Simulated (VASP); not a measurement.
Computed with PBE GGA with D3 dispersion (Becke-Johnson damping), VASP's PBE PAW potentials (set 64) (plane waves; VASP 6.6.1).

A VASP calculation is set up with these files.

INCAR:
```
LCHARG  =  .False.
ENCUT  =  520   ! plane-wave cut-off (eV)
SYSTEM  =  Pb atom
LREAL  =  .False.
NUPDOWN  =  2
LMAXMIX  =  4
IVDW  =  12   ! D3, Becke-Johnson
EDIFF  =  1E-6
ALGO  =  All   ! all-band CG
ISYM  =  0
LORBIT  =  10
PREC  =  Normal
LASPH  =  .True.   ! aspherical one-centre terms
LWAVE  =  .False.
SIGMA  =  0.01   ! width (eV)
MAGMOM  =  2
GGA  =  PE   ! PBE
ISPIN  =  2   ! spin-polarised
ISMEAR  =  0   ! Gaussian
NELM  =  200   ! most electronic steps
```

### KPOINTS
```
Automatic mesh
0
Gamma
1 1 1
0 0 0
```

File POSCAR:
```
Pb atom
12.0
  1.0000000000   0.0000000000   0.0000000000
  0.0000000000   1.0416666667   0.0000000000
  0.0000000000   0.0000000000   1.0833333333
Pb
1
direct
  0.0000000000   0.0000000000   0.0000000000
```

POTCAR, in this order: Pb_d (PBE.64 set). Program: vasp_gam. Read from the step before: WAVECAR.

The run wrote:

**OSZICAR**
```
       N       E                     dE             d eps       ncg     rms           ort
SDA:   1    -0.618549479462E+00   -0.61855E+00    0.00000E+00    12   0.365E-06   0.000E+00
CGA:   2    -0.618549535596E+00   -0.56134E-07   -0.49521E-07    12   0.521E-07   0.392E-08
   1 F= -.61912852E+00 E0= -.61527225E+00  d E =-.771255E-02  mag=     2.0000
```

### OUTCAR
```
------------------------ aborting loop because EDIFF is reached ----------------------------------------
 Edisp (eV)   -0.00058
  FORCE on cell =-STRESS in cart. coord.  units (eV):
  Direction    XX          YY          ZZ          XY          YZ          ZX
  --------------------------------------------------------------------------------------
  Total      -0.01034    -0.01423    -0.01529     0.00079     0.00007     0.00007
  in kB      -0.00849    -0.01170    -0.01256     0.00065     0.00005     0.00006
  external pressure =       -0.01 kB  Pullay stress =        0.00 kB
  volume of cell :     1950.00
      direct lattice vectors                 reciprocal lattice vectors
    12.000000000  0.000000000  0.000000000     0.083333333  0.000000000  0.000000000
     0.000000000 12.500000000  0.000000000     0.000000000  0.080000000  0.000000000
     0.000000000  0.000000000 13.000000000     0.000000000  0.000000000  0.076923077
 POSITION                                       TOTAL-FORCE (eV/Angst)
 -----------------------------------------------------------------------------------
      0.00000      0.00000      0.00000        -0.000005     -0.000043      0.000008
 -----------------------------------------------------------------------------------
    total drift:                               -0.000005     -0.000043      0.000008
  FREE ENERGIE OF THE ION-ELECTRON SYSTEM (eV)
  ---------------------------------------------------
  free  energy   TOTEN  =        -0.6191285226 eV

  energy  without entropy=       -0.6114159679  energy(sigma->0) =       -0.61527225

 total charge

# of ion       s       p       d       tot
------------------------------------------
    1        1.406   0.669   9.793  11.868

 magnetization (x)

# of ion       s       p       d       tot
------------------------------------------
    1       -0.008   0.669  -0.007   0.653
```
(Selected blocks of OUTCAR.)

File OUTCAR:
```
 val. band max:       -3.7459574992   @ k =   0.0000   0.0000   0.0000

 cond. band min:      -2.5198487353   @ k =   0.0000   0.0000   0.0000


 Fermi energy:        -3.7430276135

 spin component 1

 k-point     1 :       0.0000    0.0000    0.0000
  band No.  band energies     occupation
      1     -20.9290      1.00000
      2     -20.9286      1.00000
      3     -20.9275      1.00000
      4     -20.9256      1.00000
      5     -20.9254      1.00000
      6     -12.1957      1.00000
      7      -3.7462      0.67144
      8      -3.7461      0.66771
      9      -3.7460      0.66085
     10      -0.6462      0.00000
     11       0.4824      0.00000
     12       0.5065      0.00000

 Fermi energy:       -11.1343848266

 spin component 2

 k-point     1 :       0.0000    0.0000    0.0000
  band No.  band energies     occupation
      1     -20.7315      1.00000
      2     -20.7310      1.00000
      3     -20.7296      1.00000
      4     -20.7270      1.00000
      5     -20.7269      1.00000
      6     -11.1805      1.00000
      7      -2.5198      0.00000
      8      -2.5154      0.00000
      9      -2.5132      0.00000
     10       0.0471      0.00000
     11       0.9550      0.00000
     12       1.0355      0.00000
```

The atom may not be in its lowest state. Unless said otherwise, spin-orbit coupling is left out, though it shifts the bands of the heavy elements here.

The cell is a free atom in a box.
